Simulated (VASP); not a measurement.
Data:

```yaml
crystal:
  lattice:
    - [-2.47824, 2.47824, 3.65768]
    - [2.47824, -2.47824, 3.65768]
    - [2.47824, 2.47824, -3.65768]
  atoms:
    - { symbol: Si, position: [0.00000, 0.00000, 0.00000] }
    - { symbol: Si, position: [0.75000, 0.25000, 0.50000] }
    - { symbol: O, position: [0.37500, 0.22177, 0.34677] }
    - { symbol: O, position: [0.77823, 0.12500, 0.15323] }
    - { symbol: O, position: [0.87500, 0.02823, 0.65323] }
    - { symbol: O, position: [0.97177, 0.62500, 0.84677] }
```

Calculation: r2SCAN meta-GGA, VASP's PBE PAW potentials (set 64) (plane waves; VASP). Settings: 520 eV cut-off, 7×7×7 Γ-centred mesh, tetrahedra with Blöchl corrections, potentials Si O.

**Question.** What does the run give for the energy per atom (σ→0), band gap (over mesh and band path) with the smallest direct gap where there is one?

**Answer.** 
```yaml
band gap (over mesh and band path): 6.54 eV
smallest direct gap (over mesh and band path): 6.54 eV
energy per atom (σ→0): -9.932 eV/atom
```

The structure comes from a computed database's SiO2 entry (I-42d); how it stands against other phases isn't given here. It was relaxed first.
